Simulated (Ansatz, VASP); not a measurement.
# KMgF3: VASP beside Ansatz, part 2 of 2

Aim: how closely do two programs agree when they are given the same cell, functional and k mesh? The cell is taken from a series of runs on this material, whose earlier steps may have relaxed, scaled, displaced or heated it; both programs get it as it stands.

VASP 6.6.1 and Ansatz 0.2.0.

So far: Set-up; Ansatz: elastic constants, PBEsol.

**3. VASP: elastic constants, PBEsol**

Level of this step: PBEsol; plane waves and PAW (K_sv, Mg, F) (VASP).

The same cell, functional, mesh and smearing now go to VASP, with its own data sets.

Lines of VASP's logs that name or quote its potential files are left out, and so is its time.

Contents of INCAR:

```
SYSTEM = KMgF3
PREC = Accurate
ENCUT = 600
EDIFF = 1E-08
NELM = 120
ISMEAR = 0
SIGMA = 0.02
LREAL = .FALSE.
ALGO = Normal
GGA = PS
NBANDS = 22
LORBIT = 11
LWAVE = .FALSE.
LCHARG = .FALSE.
ISIF = 3
IBRION = 6
NFREE = 2
POTIM = 0.015
NSW = 1
LASPH = .TRUE.
GGA_COMPAT = .FALSE.
EFERMI = MIDGAP
KPAR = 2
```

Contents of POSCAR:

```
KMgF3
1.0
    3.9908822688      0.0000000000      0.0000000000
    0.0000000000      3.9908822688      0.0000000000
    0.0000000000      0.0000000000      3.9908822688
K Mg F
1 1 3
Direct
    0.5000000000      0.5000000000      0.5000000000
    0.0000000000      0.0000000000      0.0000000000
    0.5000000000      0.0000000000      0.0000000000
    0.0000000000      0.5000000000      0.0000000000
    0.0000000000      0.0000000000      0.5000000000
```

Contents of KPOINTS:

```
Automatic mesh
0
Gamma
6 6 6
0 0 0
```

PAW data sets: K_sv, Mg and F (PBE family, release 64).

The run is started by

```
> mpirun -np 2 vasp_std
```

Numbers of over 12 decimals in the logs are rounded to 6 here.

The program printed:

```text
[banner, memory and clock lines left out]
running    2 mpi-ranks, on    1 nodes
 distrk:  each k-point on    1 cores,    2 groups
 distr:  one band on    1 cores,    1 groups

 POSCAR found type information on POSCAR K MgF
 POSCAR found :  3 types and       5 ions
|                                                                             |
|               ----> ADVICE to this user running VASP <----                  |
|                                                                             |
|     You enforced a specific xc type in the INCAR file but a different       |
|     [... a line on the potential file left out ...]
|     I HOPE YOU KNOW WHAT YOU ARE DOING!                                     |
|                                                                             |

 LDA part: xc-table for (Slater+PW92), standard interpolation
 POSCAR, INCAR and KPOINTS ok, starting setup
 FFT: planning ... GRIDC
 FFT: planning ... GRID_SOFT
 FFT: planning ... GRID
 WAVECAR not read
 entering main loop
       N       E                     dE             d eps       ncg     rms          rms(c)
DAV:   1     0.259106938719E+03    0.25911E+03   -0.18911E+04   888   0.156E+03
DAV:   2    -0.135287638816E+02   -0.27264E+03   -0.25985E+03  1146   0.384E+02
DAV:   3    -0.264673151251E+02   -0.12939E+02   -0.12888E+02  1156   0.814E+01
DAV:   4    -0.271370967721E+02   -0.66978E+00   -0.66911E+00  1418   0.107E+01
DAV:   5    -0.271396911389E+02   -0.25944E-02   -0.25943E-02  1114   0.729E-01    0.812E+00
DAV:   6    -0.253057113927E+02    0.18340E+01   -0.65886E+00  1006   0.190E+01    0.394E+00
DAV:   7    -0.252806558893E+02    0.25056E-01   -0.21282E-01  1176   0.290E+00    0.241E+00
DAV:   8    -0.252710325180E+02    0.96234E-02   -0.71849E-02  1058   0.267E+00    0.316E-01
DAV:   9    -0.252704747453E+02    0.55777E-03   -0.18708E-02  1114   0.970E-01    0.152E-01
DAV:  10    -0.252704569431E+02    0.17802E-04   -0.15150E-03  1152   0.280E-01    0.999E-02
DAV:  11    -0.252704549591E+02    0.19841E-05   -0.22465E-05  1098   0.410E-02    0.627E-02
DAV:  12    -0.252704452389E+02    0.97202E-05   -0.13067E-04   934   0.888E-02    0.104E-02
DAV:  13    -0.252704454919E+02   -0.25307E-06   -0.54606E-06  1180   0.155E-02    0.417E-03
DAV:  14    -0.252704453592E+02    0.13275E-06   -0.71044E-07  1072   0.561E-03    0.244E-03
DAV:  15    -0.252704452101E+02    0.14907E-06   -0.17596E-07   994   0.326E-03    0.758E-04
DAV:  16    -0.252704452373E+02   -0.27214E-07   -0.54555E-09   752   0.552E-04    0.469E-04
DAV:  17    -0.252704452606E+02   -0.23244E-07   -0.98931E-09   556   0.702E-04    0.692E-05
DAV:  18    -0.252704452631E+02   -0.24843E-08   -0.90096E-10   506   0.204E-04
   1 F= -.25270445E+02 E0= -.25270445E+02  d E =0.000000E+00
[... from here on, the cycles between the ionic steps are left out ...]
   2 F= -.25262041E+02 E0= -.25262041E+02  d E =0.000000E+00
  12 F= -.25268409E+02 E0= -.25268409E+02  d E =0.000000E+00
  13 F= -.25268409E+02 E0= -.25268409E+02  d E =0.000000E+00
  14 F= -.25270204E+02 E0= -.25270204E+02  d E =0.000000E+00
  15 F= -.25270204E+02 E0= -.25270204E+02  d E =0.000000E+00
  16 F= -.25269413E+02 E0= -.25269413E+02  d E =0.000000E+00
  17 F= -.25269413E+02 E0= -.25269413E+02  d E =0.000000E+00
  18 F= -.25269231E+02 E0= -.25269231E+02  d E =0.000000E+00
  19 F= -.25269231E+02 E0= -.25269231E+02  d E =0.000000E+00
  20 F= -.25270129E+02 E0= -.25270129E+02  d E =0.000000E+00
 Finite differences progress:
  Degree of freedom:  10/ 10
  Displacement:        1/  2
  Total:              19/ 20
 bond charge predicted
       N       E                     dE             d eps       ncg     rms          rms(c)
DAV:   1    -0.252656245305E+02    0.45044E-02   -0.45242E+00  2828   0.148E+01    0.151E-01
DAV:   2    -0.252704937766E+02   -0.48692E-02   -0.52588E-02  3344   0.152E+00    0.896E-02
DAV:   3    -0.252702428519E+02    0.25092E-03   -0.40362E-04  3912   0.168E-01    0.516E-02
DAV:   4    -0.252701219860E+02    0.12087E-03   -0.40983E-04  3392   0.178E-01    0.131E-02
DAV:   5    -0.252701291095E+02   -0.71234E-05   -0.79878E-05  3260   0.551E-02    0.958E-03
DAV:   6    -0.252701294504E+02   -0.34097E-06   -0.20190E-06  3578   0.106E-02    0.532E-03
DAV:   7    -0.252701288646E+02    0.58584E-06   -0.16828E-06  3208   0.130E-02    0.549E-04
DAV:   8    -0.252701289117E+02   -0.47074E-07   -0.40932E-07  3182   0.393E-03    0.740E-04
DAV:   9    -0.252701289136E+02   -0.19863E-08   -0.11815E-08  2666   0.955E-04
  21 F= -.25270129E+02 E0= -.25270129E+02  d E =0.000000E+00
 Finite differences progress:
  Degree of freedom:  10/ 10
  Displacement:        2/  2
  Total:              20/ 20
```

OUTCAR, selected parts (step 3):

```text
ion  position               nearest neighbor table
   1  0.500  0.500  0.500-   3 2.82   4 2.82   5 2.82   3 2.82   4 2.82   3 2.82   5 2.82   3 2.82
                             4 2.82   5 2.82   4 2.82   5 2.82   2 3.46   2 3.46   2 3.46   2 3.46
   2  0.000  0.000  0.000-   3 2.00   4 2.00   5 2.00   5 2.00   4 2.00   3 2.00   1 3.46   1 3.46
                             1 3.46   1 3.46   1 3.46   1 3.46   1 3.46   1 3.46
   3  0.500  0.000  0.000-   2 2.00   2 2.00   1 2.82   1 2.82   1 2.82   1 2.82
   4  0.000  0.500  0.000-   2 2.00   2 2.00   1 2.82   1 2.82   1 2.82   1 2.82
   5  0.000  0.000  0.500-   2 2.00   2 2.00   1 2.82   1 2.82   1 2.82   1 2.82

  LATTYP: Found a simple cubic cell.
 ALAT       =     3.9908822688

 Subroutine GETGRP returns: Found 48 space group operations
 (whereof 48 operations were pure point group operations)

The static configuration has the point symmetry O_h .

 Found     20 irreducible k-points:

   k-points           NKPTS =     20   k-points in BZ     NKDIM =     20   number of bands    NBANDS=     22

   dimension x,y,z NGX =    32 NGY =   32 NGZ =   32
   dimension x,y,z NGXF=    64 NGYF=   64 NGZF=   64

   ENCUT  =  600.0 eV  44.10 Ry    6.64 a.u.   7.97  7.97  7.97*2*pi/ulx,y,z

   NELECT =      32.0000    total number of electrons

 k-points in reciprocal lattice and weights: Automatic mesh
   0.00000000  0.00000000  0.00000000       0.005
   0.16666667  0.00000000  0.00000000       0.028
   0.33333333  0.00000000  0.00000000       0.028
   0.50000000  0.00000000  0.00000000       0.014
   0.16666667  0.16666667  0.00000000       0.056
   0.33333333  0.16666667  0.00000000       0.111
   0.50000000  0.16666667  0.00000000       0.056
   0.33333333  0.33333333  0.00000000       0.056
   0.50000000  0.33333333  0.00000000       0.056
[...]
0.50000000  0.50000000  0.33333333       0.028
   0.50000000  0.50000000  0.50000000       0.005

 average (electrostatic) potential at core
       1 -34.3422       2 -38.0362       3 -77.4463       4 -77.4463       5 -77.4464

 E-fermi :   1.8204

 k-point     1 :       0.0000    0.0000    0.0000
  band No.  band energies     occupation
    ...
     12      -2.3573      2.00000
     13      -2.3572      2.00000
     14      -2.0526      2.00000
     15      -2.0526      2.00000
     16      -2.0524      2.00000
     17       5.3689      0.00000
     18       8.2115      0.00000
     19       8.2119      0.00000
     20      10.4017      0.00000
     21      10.4017      0.00000
    ...

 k-point     2 :       0.1667    0.0000    0.0000
  band No.  band energies     occupation
    ...
     12      -2.4147      2.00000
     13      -2.4099      2.00000
     14      -2.3165      2.00000
     15      -2.1065      2.00000
     16      -2.1063      2.00000
     17       5.8553      0.00000
     18       8.4608      0.00000
     19       8.5001      0.00000
     20      10.5351      0.00000
     21      10.5477      0.00000
    ...

 k-point     3 :       0.3333    0.0000    0.0000
  band No.  band energies     occupation
    ...
     12      -2.5587      2.00000
     13      -2.5354      2.00000
     14      -2.5250      2.00000
     15      -2.2109      2.00000
     16      -2.2109      2.00000
     17       7.0397      0.00000
     18       8.9441      0.00000
     19       8.9885      0.00000
     20      10.8431      0.00000
     21      10.8444      0.00000
    ...

 Eigenvectors and eigenvalues of the dynamical matrix
 ----------------------------------------------------

   1 f  =   13.919989 THz    87.461870 2PiTHz  464.320853 cm-1    57.568423 meV
             X         Y         Z           dx          dy          dz
      1.995441  1.995441  1.995441    -0.000000    0.000000    0.014801
      0.000000  0.000000  0.000000     0.000000   -0.000000   -0.555075
      1.995441  0.000000  0.000000    -0.000000   -0.000000   -0.105646
      0.000000  1.995441  0.000000     0.000000    0.000000   -0.105646
      0.000000  0.000000  1.995441     0.000000   -0.000000    0.818138

   2 f  =   13.919989 THz    87.461870 2PiTHz  464.320853 cm-1    57.568423 meV
             X         Y         Z           dx          dy          dz
      1.995441  1.995441  1.995441    -0.014723   -0.001521    0.000000
      0.000000  0.000000  0.000000     0.552137    0.057032   -0.000000
      1.995441  0.000000  0.000000    -0.813808    0.010855    0.000000
      0.000000  1.995441  0.000000     0.105087   -0.084061   -0.000000
      0.000000  0.000000  1.995441     0.105087    0.010855   -0.000000

   3 f  =   13.919989 THz    87.461870 2PiTHz  464.320853 cm-1    57.568423 meV
             X         Y         Z           dx          dy          dz
      1.995441  1.995441  1.995441     0.001521   -0.014723    0.000000
      0.000000  0.000000  0.000000    -0.057032    0.552137   -0.000000
      1.995441  0.000000  0.000000     0.084061    0.105087   -0.000000
      0.000000  1.995441  0.000000    -0.010855   -0.813808   -0.000000
      0.000000  0.000000  1.995441    -0.010855    0.105087    0.000000

   4 f  =    8.527901 THz    53.582385 2PiTHz  284.460173 cm-1    35.268551 meV
             X         Y         Z           dx          dy          dz
      1.995441  1.995441  1.995441     0.016159   -0.022569    0.082073
      0.000000  0.000000  0.000000    -0.122970    0.171746   -0.624564
      1.995441  0.000000  0.000000    -0.060839   -0.123753    0.450033
      0.000000  1.995441  0.000000     0.088607    0.084971    0.450033
      0.000000  0.000000  1.995441     0.088607   -0.123753   -0.309002

   5 f  =    8.527901 THz    53.582385 2PiTHz  284.460173 cm-1    35.268551 meV
             X         Y         Z           dx          dy          dz
      1.995441  1.995441  1.995441     0.055041   -0.060953   -0.027598
      0.000000  0.000000  0.000000    -0.418856    0.463843    0.210018
      1.995441  0.000000  0.000000    -0.207228   -0.334225   -0.151330
      0.000000  1.995441  0.000000     0.301809    0.229485   -0.151330
      0.000000  0.000000  1.995441     0.301809   -0.334225    0.103906

   6 f  =    8.527901 THz    53.582385 2PiTHz  284.460173 cm-1    35.268551 meV
             X         Y         Z           dx          dy          dz
      1.995441  1.995441  1.995441    -0.064929   -0.057287   -0.002969
      0.000000  0.000000  0.000000     0.494102    0.435949    0.022596
      1.995441  0.000000  0.000000     0.244456   -0.314125   -0.016282
      0.000000  1.995441  0.000000    -0.356028    0.215685   -0.016282
      0.000000  0.000000  1.995441    -0.356028   -0.314125    0.011180

   7 f  =    5.545258 THz    34.841885 2PiTHz  184.969904 cm-1    22.933335 meV
             X         Y         Z           dx          dy          dz
      1.995441  1.995441  1.995441     0.000000   -0.000000   -0.000000
      0.000000  0.000000  0.000000    -0.000000   -0.000000   -0.000000
      1.995441  0.000000  0.000000    -0.000000    0.131853   -0.667866
      0.000000  1.995441  0.000000     0.191233   -0.000000    0.667866
      0.000000  0.000000  1.995441    -0.191233   -0.131853   -0.000000

   8 f  =    5.545258 THz    34.841885 2PiTHz  184.969904 cm-1    22.933335 meV
             X         Y         Z           dx          dy          dz
      1.995441  1.995441  1.995441     0.000000    0.000000    0.000000
      0.000000  0.000000  0.000000     0.000000    0.000000   -0.000000
      1.995441  0.000000  0.000000     0.000000    0.282357   -0.126324
      0.000000  1.995441  0.000000    -0.635859    0.000000    0.126324
      0.000000  0.000000  1.995441     0.635859   -0.282357   -0.000000

   9 f  =    5.545258 THz    34.841885 2PiTHz  184.969904 cm-1    22.933335 meV
             X         Y         Z           dx          dy          dz
      1.995441  1.995441  1.995441    -0.000000    0.000000   -0.000000
      0.000000  0.000000  0.000000     0.000000    0.000000    0.000000
      1.995441  0.000000  0.000000     0.000000   -0.634736   -0.194929
      0.000000  1.995441  0.000000    -0.243133    0.000000    0.194929
      0.000000  0.000000  1.995441     0.243133    0.634736    0.000000

  10 f  =    4.387154 THz    27.565302 2PiTHz  146.339706 cm-1    18.143803 meV
             X         Y         Z           dx          dy          dz
      1.995441  1.995441  1.995441     0.033377    0.052221    0.812461
      0.000000  0.000000  0.000000    -0.009652   -0.015101   -0.234940
      1.995441  0.000000  0.000000    -0.010608   -0.020938   -0.325764
      0.000000  1.995441  0.000000    -0.013383   -0.016598   -0.325764
      0.000000  0.000000  1.995441    -0.013383   -0.020938   -0.258228

  11 f  =    4.387154 THz    27.565302 2PiTHz  146.339706 cm-1    18.143803 meV
             X         Y         Z           dx          dy          dz
      1.995441  1.995441  1.995441     0.740393    0.336223   -0.052027
      0.000000  0.000000  0.000000    -0.214100   -0.097226    0.015045
      1.995441  0.000000  0.000000    -0.235322   -0.134811    0.020861
      0.000000  1.995441  0.000000    -0.296867   -0.106863    0.020861
      0.000000  0.000000  1.995441    -0.296867   -0.134811    0.016536

  12 f  =    4.387154 THz    27.565302 2PiTHz  146.339706 cm-1    18.143803 meV
             X         Y         Z           dx          dy          dz
      1.995441  1.995441  1.995441    -0.338583    0.740379   -0.033678
      0.000000  0.000000  0.000000     0.097908   -0.214096    0.009739
      1.995441  0.000000  0.000000     0.107613   -0.296862    0.013503
      0.000000  1.995441  0.000000     0.135758   -0.235318    0.013503
      0.000000  0.000000  1.995441     0.135758   -0.296862    0.010704

  13 f/i=    0.019402 THz     0.121906 2PiTHz    0.647181 cm-1     0.080240 meV
             X         Y         Z           dx          dy          dz
      1.995441  1.995441  1.995441    -0.009574   -0.024305   -0.572415
      0.000000  0.000000  0.000000    -0.007503   -0.019048   -0.448615
      1.995441  0.000000  0.000000    -0.006624   -0.016775   -0.395068
      0.000000  1.995441  0.000000    -0.006608   -0.016816   -0.395068
      0.000000  0.000000  1.995441    -0.006608   -0.016775   -0.396043

  14 f/i=    0.019402 THz     0.121906 2PiTHz    0.647181 cm-1     0.080240 meV
             X         Y         Z           dx          dy          dz
      1.995441  1.995441  1.995441    -0.524509    0.230716   -0.001024
      0.000000  0.000000  0.000000    -0.411071    0.180818   -0.000802
      1.995441  0.000000  0.000000    -0.362898    0.159235   -0.000706
      0.000000  1.995441  0.000000    -0.362005    0.159628   -0.000706
      0.000000  0.000000  1.995441    -0.362005    0.159235   -0.000708

  15 f/i=    0.019402 THz     0.121906 2PiTHz    0.647181 cm-1     0.080240 meV
             X         Y         Z           dx          dy          dz
      1.995441  1.995441  1.995441     0.230520    0.523947   -0.026102
      0.000000  0.000000  0.000000     0.180664    0.410630   -0.020457
      1.995441  0.000000  0.000000     0.159492    0.361617   -0.018015
      0.000000  1.995441  0.000000     0.159100    0.362509   -0.018015
      0.000000  0.000000  1.995441     0.159100    0.361617   -0.018060

 ELASTIC MODULI CONTR FROM IONIC RELAXATION (kBar)
 Direction    XX          YY          ZZ          XY          YZ          ZX
 --------------------------------------------------------------------------------
 XX           0.0000      0.0000      0.0000      0.0000      0.0000      0.0000
 YY           0.0000      0.0000      0.0000      0.0000      0.0000      0.0000
 ZZ           0.0000      0.0000      0.0000      0.0000      0.0000      0.0000
 XY           0.0000      0.0000      0.0000      0.0000      0.0000      0.0000
 YZ           0.0000      0.0000      0.0000      0.0000      0.0000      0.0000
 ZX           0.0000      0.0000      0.0000      0.0000      0.0000      0.0000
 --------------------------------------------------------------------------------

 TOTAL ELASTIC MODULI (kBar)
 Direction    XX          YY          ZZ          XY          YZ          ZX
 --------------------------------------------------------------------------------
 XX        1378.9134    395.2147    395.2147     -0.0000     -0.0000      0.0000
 YY         395.2147   1378.9134    395.2147      0.0000      0.0000      0.0000
 ZZ         395.2147    395.2147   1378.9134     -0.0000      0.0000     -0.0000
 XY          -0.0000      0.0000     -0.0000    456.4808      0.0000      0.0000
 YZ          -0.0000      0.0000      0.0000      0.0000    456.4808      0.0000
 ZX           0.0000      0.0000     -0.0000      0.0000      0.0000    456.4808
 --------------------------------------------------------------------------------

 total charge
# of ion       s       p       d       tot
------------------------------------------
    1        1.955   5.578   0.028   7.561
    2        0.127   0.161   0.079   0.367
    3        1.723   4.396   0.000   6.119
    4        1.723   4.396   0.000   6.119
    5        1.723   4.396   0.000   6.119
--------------------------------------------------
tot          7.251  18.927   0.107  26.285

[... 3 further parts left out ...]
```

Levels, forces or a CONTCAR printed for this step are those of its last displaced cell, not of the structure at rest.

**4. Comparison**

Known differences besides the potentials themselves: the data sets hold 40 valence electrons in Ansatz (on its default PAW (the set named soft_2) files) and 32 in VASP; the cutoff is 420 eV in Ansatz and 600 eV in VASP; Ansatz makes its cores anew for this functional, VASP keeps those of its PBE data sets; VASP takes each elastic constant from one size of strain, Ansatz from those that its log lists. Total energies have different zeros and are not compared.

Both answers:

| quantity | Ansatz | VASP | difference |
| --- | --- | --- | --- |
| C11 (GPa) | 138.3 | 137.9 | +0.29 % |
| C22 (GPa) | 138.3 | 137.9 | +0.29 % |
| C33 (GPa) | 138.3 | 137.9 | +0.29 % |
| C12 (GPa) | 39.3 | 39.5 | -0.60 % |
| C13 (GPa) | 39.3 | 39.5 | -0.60 % |
| C23 (GPa) | 39.3 | 39.5 | -0.60 % |
| C44 (GPa) | 45.1 | 45.6 | -1.25 % |
| C55 (GPa) | 45.1 | 45.6 | -1.25 % |
| C66 (GPa) | 45.1 | 45.6 | -1.25 % |

**5. What came out**

* difference in C44 (elastic constants, PBEsol): -1.2 %

What this shows: The difference in C44 is -1.2 % (elastic constants, PBEsol), within the 5 % picked in this series as the mark of a large difference. The data sets hold unlike numbers of valence electrons (40 in Ansatz and 32 in VASP), so part of the differences comes from the potentials. How closely two codes agree says nothing of how well the functional describes the real material.

[Lines on the potential files, build, host, timing and source positions are cut from VASP's logs without a mark.]

[Logs are printed without paths, hosts, clocks, repeated set-up lines and the standing remarks that a program may print on its own settings, such as how far it seeks lower states.]

[Hosts, paths, dates, database ids (printed as entryN), source tags and the programs' standing remarks are cut or masked in the printed files.]
